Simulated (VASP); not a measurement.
# Zn2B (Fm-3m) in VASP: reference runs

Aim: a first look at Zn2B with PBE, on the cell as given.

All numbers are computed with VASP 6.6.1; they aren't measurements. Logs are shortened: lines on timing, memory, paths and dates and some standing lists are left out, and cuts for length are marked.

**1. Starting point**

The structure is cubic, space group Fm-3m (No. 225). Conventional cell: a = 5.291 Å, b = 5.291 Å, c = 5.291 Å, α = 90.00°, β = 90.00°, γ = 90.00°. Zn (site symmetry -43m) has 4 B at 2.29 Å as nearest neighbours. B (site symmetry m-3m) is surrounded by 8 Zn at 2.29 Å.

The cell was built by a generator and needn't be a form met in nature.

**2. Single point, PBE**

Contents of INCAR:

```
PREC     = Accurate       # precision mode
ENCUT    = 520            # plane-wave cutoff, eV
EDIFF    = 1E-7           # SCF threshold, eV
ISMEAR   = -1             # smearing method
SIGMA    = 0.05           # smearing width, eV
LREAL    = F              # projectors in reciprocal space
LASPH    = T              # aspherical terms in the spheres
NELM     = 100            # most SCF steps
ALGO     = Normal         # electronic algorithm
ISIF     = 2              # what is computed and relaxed
LWAVE    = F              # write WAVECAR
LCHARG   = F              # write CHGCAR
GGA      = PE             # functional
NBANDS   = 20             # bands
```

Contents of KPOINTS:

```
regular mesh
0
Gamma
  9 9 9
```

Contents of POSCAR:

```
Zn2B
1.0
    0.0000000000      2.6457300000      2.6457300000
    2.6457300000      0.0000000000      2.6457300000
    2.6457300000      2.6457300000      0.0000000000
Zn B
2 1
Direct
    0.2500000000      0.2500000000      0.2500000000
    0.7500000000      0.7500000000      0.7500000000
    0.5000000000      0.5000000000      0.5000000000
```

Potentials or basis: VASP PAW PBE potentials, release 64 (Zn, B).

Started as:

```
$ cat potpaw_PBE.64/Zn/POTCAR potpaw_PBE.64/B/POTCAR > POTCAR
$ mpirun -np 1 vasp_std > vasp.out
```

OUTCAR:

```text
PREC = Accurate
   ENCUT = 520
   EDIFF = 1E-7
   ISMEAR = -1
   LREAL = F
   LASPH = T
   NELM = 100
   ISIF = 2
   GGA = PE

 ion  position               nearest neighbor table
   1  0.250  0.250  0.250-   3 2.29   3 2.29   3 2.29   3 2.29   2 2.65   2 2.65   2 2.65   2 2.65
                             2 2.65   2 2.65
   2  0.750  0.750  0.750-   3 2.29   3 2.29   3 2.29   3 2.29   1 2.65   1 2.65   1 2.65   1 2.65
                             1 2.65   1 2.65
   3  0.500  0.500  0.500-   1 2.29   1 2.29   1 2.29   1 2.29   2 2.29   2 2.29   2 2.29   2 2.29

  LATTYP: Found a face centered cubic cell.
 ALAT       =     5.2914600000

  Lattice vectors:

 A1 = (   0.0000000000,   2.6457300000,   2.6457300000)
 A2 = (   2.6457300000,   0.0000000000,   2.6457300000)
 A3 = (   2.6457300000,   2.6457300000,   0.0000000000)

Analysis of symmetry for initial positions (statically):
=====================================================================
 Subroutine PRICEL returns:
 Original cell was already a primitive cell.

 Routine SETGRP: Setting up the symmetry group for a
 face centered cubic supercell.

 Subroutine GETGRP returns: Found 48 space group operations
 (whereof 48 operations were pure point group operations)
 out of a pool of 48 trial point group operations.

The static configuration has the point symmetry O_h .

Analysis of symmetry for dynamics (positions and initial velocities):
=====================================================================
 Subroutine PRICEL returns:
 Original cell was already a primitive cell.

 Routine SETGRP: Setting up the symmetry group for a
 face centered cubic supercell.

 Subroutine GETGRP returns: Found 48 space group operations
 (whereof 48 operations were pure point group operations)
 out of a pool of 48 trial point group operations.

The dynamic configuration has the point symmetry O_h .

 Subroutine INISYM returns: Found 48 space group operations
 (whereof 48 operations are pure point group operations),
 and found     1 'primitive' translations

----------------------------------------------------------------------------------------

                                     Primitive cell

  volume of cell :      37.0396

  direct lattice vectors                    reciprocal lattice vectors
     0.000000000  2.645730000  2.645730000    -0.188983759  0.188983759  0.188983759
     2.645730000  0.000000000  2.645730000     0.188983759 -0.188983759  0.188983759
     2.645730000  2.645730000  0.000000000     0.188983759  0.188983759 -0.188983759

  length of vectors
     3.741627248  3.741627248  3.741627248     0.327329472  0.327329472  0.327329472

  position of ions in fractional coordinates (direct lattice)
     0.250000000  0.250000000  0.250000000
     0.750000000  0.750000000  0.750000000
     0.500000000  0.500000000  0.500000000

  ion indices of the primitive-cell ions
   primitive index   ion index
                 1           1
                 2           2
                 3           3

----------------------------------------------------------------------------------------

 KPOINTS: regular mesh

Automatic generation of k-mesh.
 Grid dimensions read from file:
 generate k-points for:    9    9    9

 Generating k-lattice:

  Cartesian coordinates                     Fractional coordinates (reciprocal lattice)
    -0.020998195  0.020998195  0.020998195     0.111111111  0.000000000  0.000000000
     0.020998195 -0.020998195  0.020998195     0.000000000  0.111111111  0.000000000
     0.020998195  0.020998195 -0.020998195     0.000000000  0.000000000  0.111111111

  Length of vectors
     0.036369941  0.036369941  0.036369941

  Shift w.r.t. Gamma in fractional coordinates (k-lattice)
     0.000000000  0.000000000  0.000000000

 Subroutine IBZKPT returns following result:
 ===========================================

 Found     35 irreducible k-points:

 Following reciprocal coordinates:
            Coordinates               Weight
  0.000000  0.000000  0.000000      1.000000
  0.111111  0.000000  0.000000      8.000000
  0.222222  0.000000  0.000000      8.000000
  0.333333  0.000000  0.000000      8.000000
  0.444444  0.000000  0.000000      8.000000
  0.111111  0.111111  0.000000      6.000000
[... 16 lines left out ...]
 -0.333333  0.333333  0.000000     12.000000
  0.444444  0.444444  0.000000      6.000000
 [... further k-points ...]
   k-points           NKPTS =     35   k-points in BZ     NKDIM =     35   number of bands    NBANDS=     20
   number of dos      NEDOS =    301   number of ions     NIONS =      3
   total plane-waves  NPLWV =  21952
   dimension x,y,z NGX =    28 NGY =   28 NGZ =   28
   dimension x,y,z NGXF=    56 NGYF=   56 NGZF=   56
   ions per type =               2   1
   NGX,Y,Z   is equivalent  to a cutoff of  12.44, 12.44, 12.44 a.u.
   NGXF,Y,Z  is equivalent  to a cutoff of  24.88, 24.88, 24.88 a.u.
 SYSTEM =  unknown system
   PREC   = accura    normal or accurate (medium, high low for compatibility)
   ISTART =      0    job   : 0-new  1-cont  2-samecut
   ICHARG =      2    charge: 1-file 2-atom 10-const
   ISPIN  =      1    spin polarized calculation?
   LNONCOLLINEAR =      F non collinear calculations
   LSORBIT =      F    spin-orbit coupling
   LASPH  =      T    aspherical Exc in radial PAW
   ENCUT  =  520.0 eV  38.22 Ry    6.18 a.u.   6.96  6.96  6.96*2*pi/ulx,y,z
   NELM   =    100;   NELMIN=  2; NELMDL= -5     # of ELM steps
   EDIFF  = 0.1E-06   stopping-criterion for ELM
   LREAL  =      F    real-space projection
   EDIFFG = 0.1E-05   stopping-criterion for IOM
   NSW    =      0    number of steps for IOM
   IBRION =     -1    ionic relax: 0-MD 1-quasi-New 2-CG
   NFREE  =      0    steps in history (QN), initial steepest desc. (CG)
   ISIF   =      2    stress and relaxation
   ISYM   =      2    0-nonsym 1-usesym 2-fastsym
   POTIM  = 0.5000    time-step for ionic-motion
   TEBEG  =    0.0;   TEEND  =   0.0 temperature during run
   PSTRESS=    0.0 pullay stress
   NELECT =      27.0000    total number of electrons
   NUPDOWN=      -1.0000    fix difference up-down
   EMIN   =  10.00;   EMAX   =-10.00  energy-range for DOS
   EFERMI =   0.00;   METHOD = LEGACY
   ISMEAR =    -1;   SIGMA  =   0.05  broadening in eV -4-tet -1-fermi 0-gaus
   EFERMI_NEDOS =   21; number of points for ismear=-14 and -15
   IALGO  =     38    algorithm
   IMIX   =      4    mixing-type and parameters
     AMIX     =   0.40;   BMIX     =  1.00
     AMIX_MAG =   1.60;   BMIX_MAG =  1.00
  volume/ion in A,a.u.               =      12.35        83.32
  Fermi-wavevector in a.u.,A,eV,Ry     =   1.473354  2.784236 29.535163  2.170773
  Thomas-Fermi vector in A             =   2.588258
   LORBIT       =      0    0 simple, 1 ext, 2 COOP (PROOUT), +10 PAW based schemes
   GGA     = PE    functional components
   LHFCALC =     F    Hartree Fock is set to
   AEXX    =    0.0000 exact exchange contribution
   IVDW    =     0    specifies the selected vdW correction
   LEPSILON=     F    determine dielectric tensor
   LRPA    =     F    only Hartree local field effects (RPA)
 non-spin polarized calculation
  energy-cutoff  :      520.00
  volume of cell :       37.04
 maximum number of plane-waves:      1018
   NGX = 13   NGY = 13   NGZ = 13

 number of electron      27.0000022 magnetization

 Free energy of the ion-electron system (eV)
  ---------------------------------------------------
  ext. energy  EPLUGINS =         0.00000000
  ---------------------------------------------------
  free energy    TOTEN  =        -7.87501565 eV

  energy without entropy =       -7.86371474  energy(sigma->0) =       -7.86936520

 E-fermi :   3.3673     XC(G=0): -11.6465

 val. band max:        3.3323816800   @ k =  -0.3333   0.2222   0.0000
 cond. band min:       3.4294978985   @ k =   0.4444   0.1111   0.0000
 fundamental gap:      0.0971162185
 Fermi energy:         3.3672591648

 k-point     1 :       0.0000    0.0000    0.0000
  band No.  band energies     occupation
      1      -8.1076      2.00000
      2      -4.5716      2.00000
      3      -4.5716      2.00000
      4      -4.5716      2.00000
      5      -4.4830      2.00000
      6      -4.4830      2.00000
[... 12 lines left out ...]
     19      12.2228      0.00000
     20      14.5771      0.00000

 k-point     2 :       0.1111    0.0000    0.0000
  band No.  band energies     occupation
      1      -7.9293      2.00000
      2      -4.5628      2.00000
      3      -4.5432      2.00000
      4      -4.5432      2.00000
      5      -4.4373      2.00000
      6      -4.4373      2.00000
[... 12 lines left out ...]
     19      13.0440      0.00000
     20      13.7090      0.00000

 k-point     3 :       0.2222    0.0000    0.0000
  band No.  band energies     occupation
      1      -7.4131      2.00000
      2      -4.5253      2.00000
      3      -4.4569      2.00000
      4      -4.4569      2.00000
      5      -4.3114      2.00000
      6      -4.3114      2.00000
[... 12 lines left out ...]
     19      12.8815      0.00000
     20      13.1911      0.00000

 k-point     4 :       0.3333    0.0000    0.0000
  band No.  band energies     occupation
      1      -6.6494      2.00000
      2      -4.4185      2.00000
      3      -4.3198      2.00000
      4      -4.3198      2.00000
      5      -4.1318      2.00000
      6      -4.1318      2.00000
[... 429 lines left out ...]
 k-point    23 :      -0.3333    0.3333    0.0000
  band No.  band energies     occupation
      1      -5.5069      2.00000
      2      -4.3391      2.00000
      3      -4.2557      2.00000
      4      -4.0793      2.00000
      5      -4.0460      2.00000
      6      -4.0166      2.00000
[... 12 lines left out ...]
     19      12.9699      0.00000
     20      13.6715      0.00000

 k-point    24 :       0.4444    0.4444    0.0000
  band No.  band energies     occupation
      1      -5.5303      2.00000
      2      -4.8828      2.00000
      3      -4.3399      2.00000
      4      -4.1561      2.00000
      5      -3.8122      2.00000
      6      -3.8122      2.00000
[... 12 lines left out ...]
     19      14.1740      0.00000
     20      18.6153      0.00000

 [... further k-points ...]

------------------------ aborting loop because EDIFF is reached ----------------------------------------

  FORCE on cell =-STRESS in cart. coord.  units (eV):
  Direction    XX          YY          ZZ          XY          YZ          ZX
  --------------------------------------------------------------------------------------
  -------------------------------------------------------------------------------------
  Total        0.1711813      0.1711813      0.1711813      0.0000000      0.0000000     -0.0000000
  in kB        7.4045789      7.4045789      7.4045789      0.0000000      0.0000000     -0.0000000
  external PRESSURE =       7.4045789 kB  Pullay stress =       0.0000000 kB

 VOLUME and BASIS-vectors are now :
 -----------------------------------------------------------------------------
  energy-cutoff  :      520.00
  volume of cell :       37.04
      direct lattice vectors                 reciprocal lattice vectors
     0.000000000  2.645730000  2.645730000    -0.188983759  0.188983759  0.188983759
     2.645730000  0.000000000  2.645730000     0.188983759 -0.188983759  0.188983759
     2.645730000  2.645730000  0.000000000     0.188983759  0.188983759 -0.188983759

 POSITION                                       TOTAL-FORCE (eV/Angst)
 -----------------------------------------------------------------------------------
      1.32286      1.32286      1.32286         0.000000      0.000000      0.000000
      3.96859      3.96859      3.96859        -0.000000     -0.000000     -0.000000
      2.64573      2.64573      2.64573        -0.000000      0.000000      0.000000
 -----------------------------------------------------------------------------------
    total drift:                                0.000000      0.000000      0.000000

  FREE ENERGIE OF THE ION-ELECTRON SYSTEM (eV)
  ---------------------------------------------------
  free  energy   TOTEN  =        -7.8750156502 eV

  energy  without entropy=       -7.8637147418  energy(sigma->0) =       -7.86936520
```

Wall time 19 s (1 thread of Intel Xeon Platinum 8488C (Sapphire Rapids), shared host); peak memory 0.16 GiB.

What came out:

```yaml
Free_energy: -7.8750 eV
Pressure: 0.7 GPa
Band_gap_on_the_k_mesh: none (metal or under the smearing width)
```
